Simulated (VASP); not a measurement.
A run of VASP 6.6.1:

File INCAR:

```
ALGO = Fast
EDIFF = 1E-4
EDIFFG = -0.08
ENCUT = 520
GGA = PE
IBRION = 2
ISIF = 3
ISMEAR = 0
LASPH = T
LCHARG = F
LREAL = F
LWAVE = F
NELM = 60
NSW = 24
PREC = Normal
SIGMA = 0.15
```

Contents of KPOINTS:

```
k-points
0
Gamma
  6 6 6
```

Contents of POSCAR:

```
Mg2TiN2
1.0
   -1.6500000000      1.6500000000      6.0000000000
    1.6500000000     -1.6500000000      6.0000000000
    1.6500000000      1.6500000000     -6.0000000000
Mg Ti N
2 1 2
Direct
    0.6600000000      0.6600000000      0.0000000000
    0.3400000000      0.3400000000      0.0000000000
    0.0000000000      0.0000000000      0.0000000000
    0.8450000000      0.8450000000      0.0000000000
    0.1550000000      0.1550000000      0.0000000000
```

Potentials or basis: VASP PAW PBE potentials, release 64 (Mg, Ti_sv, N).

The run is started by

```console
$ cat potpaw_PBE.64/Mg/POTCAR potpaw_PBE.64/Ti_sv/POTCAR potpaw_PBE.64/N/POTCAR > POTCAR
$ mpirun -np 1 vasp_std > vasp.out
```

Hardware: 1 thread of Intel(R) Xeon(R) Platinum 8488C (Sapphire Rapids), with other jobs on the host.

Q: Estimate the wall time of this run.

A: Wall time 3.8 min on 1 thread of Intel(R) Xeon(R) Platinum 8488C (Sapphire Rapids), with other jobs on the host, peak memory 0.22 GiB. Counts: scf iterations 83, k points 30, ion steps 10.
